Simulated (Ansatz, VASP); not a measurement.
Sn2Ir in VASP and in Ansatz

Contents of INCAR:

```
ALGO = Normal
EDIFF = 1E-7
ENCUT = 520
ISIF = 2
ISMEAR = -1
LASPH = True
LCHARG = True
LELF = True
LREAL = False
LVHAR = True
LWAVE = False
NBANDS = 26
NELM = 80
PREC = Accurate
SIGMA = 0.05
```

Contents of KPOINTS:

```
k-points
0
Gamma
  10 10 10
```

File POSCAR:

```
Sn2Ir
1.0
    0.0000000000      2.8924242958      2.8924242958
    2.8924242958      0.0000000000      2.8924242958
    2.8924242958      2.8924242958      0.0000000000
Sn Ir
2 1
Direct
    0.7500000000      0.7500000000      0.7500000000
    0.2500000000      0.2500000000      0.2500000000
    0.0000000000      0.0000000000      0.0000000000
```

Input for Ansatz:

```yaml
crystal:
  lattice:
    - [0.0, 2.8924242958, 2.8924242958]
    - [2.8924242958, 0.0, 2.8924242958]
    - [2.8924242958, 2.8924242958, 0.0]
  atoms:
    - { symbol: Sn, position: [0.75, 0.75, 0.75] }
    - { symbol: Sn, position: [0.25, 0.25, 0.25] }
    - { symbol: Ir, position: [0.0, 0.0, 0.0] }
kpoints:
  mp_grid: { grid: [10, 10, 10] }
  band_path:
    path:
      - [0.0, 0.0, 0.0]
      - [0.5, 0.0, 0.5]
      - [0.625, 0.25, 0.625]
      - [0.375, 0.375, 0.75]
      - [0.0, 0.0, 0.0]
      - [0.5, 0.5, 0.5]
      - [0.5, 0.25, 0.75]
      - [0.5, 0.0, 0.5]
    npoints: 6
scf:
  occupations: { method: fermi_dirac, width: 0.05 }
hamiltonian:
  xc: lda
  pseudopotentials: { kind: paw }
output:
  forces: true
  stress: true
  eigenvalues: true
  populations: true
  write_density: true
  write_potential: true
  elf: true
  volumetric_format: npy
```

Change from the starting cell: volume scaled by 0.75, PAW files.

Alike in both runs: task single point; functional LDA; k mesh 10 × 10 × 10; occupations fermi-dirac, width 0.05 eV; no spin polarisation.

|  | VASP | Ansatz |
| --- | --- | --- |
| version | VASP 6.6.1 | Ansatz 0.2.0 |
| potentials or method | VASP PAW LDA potentials, release 64 (Sn_d, Ir) | PAW with Ansatz's default frozen-core files, scalar-relativistic |
| plane-wave cutoff (eV) | 520 | 420 |
| valence electrons in the cell | 37 | 45 |

|  | VASP | Ansatz | Ansatz less VASP |
| --- | --- | --- | --- |
| pressure (GPa) | 68.1 | 66.6 | -1.45 |

The two sets of potentials don't hold the same shells in valence.

Caveats: the cell as given lies far from equilibrium; so large a pressure means that the cell lies far from this level's equilibrium, or that cutoff or potentials fall short (VASP). The runs have no spin-orbit coupling, so splittings on Ir are missing.
